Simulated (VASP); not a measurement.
Data:

```yaml
crystal:
  lattice:
    - [3.10416, 0.00000, 0.00000]
    - [-1.55208, 2.68828, 0.00000]
    - [0.00000, 0.00000, 6.96457]
  atoms:
    - { symbol: Mo, position: [0.00000, 0.00000, 0.00000] }
    - { symbol: Mo, position: [0.00000, 0.00000, 0.50000] }
    - { symbol: Si, position: [0.33333, 0.66667, 0.25000] }
    - { symbol: Si, position: [0.66667, 0.33333, 0.75000] }
```

All values below come from PBEsol GGA, VASP's PBE PAW potentials (set 64) (plane waves; VASP). Run with 400 eV cut-off, Gaussian smearing of 0.050 eV, potentials Mo_sv Si.

**Question.** Give the energies of bands 9 to 21 at the high-symmetry points, in eV from the Fermi level.

**Answer.** 
| band | Γ | M | K | A | L | H |
|---|---|---|---|---|---|---|
| 9 | -11.19 | -8.12 | -6.81 | -10.30 | -7.42 | -6.74 |
| 10 | -8.79 | -6.25 | -6.81 | -10.30 | -7.42 | -6.74 |
| 11 | -6.29 | -6.23 | -4.89 | -4.46 | -5.35 | -4.55 |
| 12 | -3.50 | -4.59 | -4.40 | -4.46 | -5.35 | -4.55 |
| 13 | -1.55 | -3.32 | -4.40 | -1.23 | -3.15 | -3.65 |
| 14 | -1.55 | -3.12 | -3.14 | -1.23 | -3.15 | -3.65 |
| 15 | -0.88 | -2.32 | -3.14 | -1.23 | -1.62 | -3.13 |
| 16 | -0.88 | -2.01 | -1.48 | -1.23 | -1.62 | -3.13 |
| 17 | -0.09 | -0.94 | -1.05 | 0.25 | -1.24 | -1.20 |
| 18 | -0.09 | 0.18 | -1.05 | 0.25 | -1.24 | -1.20 |
| 19 | 0.44 | 1.60 | 1.68 | 0.43 | 2.69 | 2.88 |
| 20 | 0.76 | 2.65 | 1.68 | 0.43 | 2.69 | 2.88 |
| 21 | 1.18 | 2.72 | 1.68 | 0.43 | 2.72 | 3.07 |

It has no gap at this level: it comes out as a metal or semimetal.

The structure was generated: MoSi was put into the NiAs type type (P6_3/mmc), which need not be its known phase. It was relaxed first, which changed the volume by -36 %.
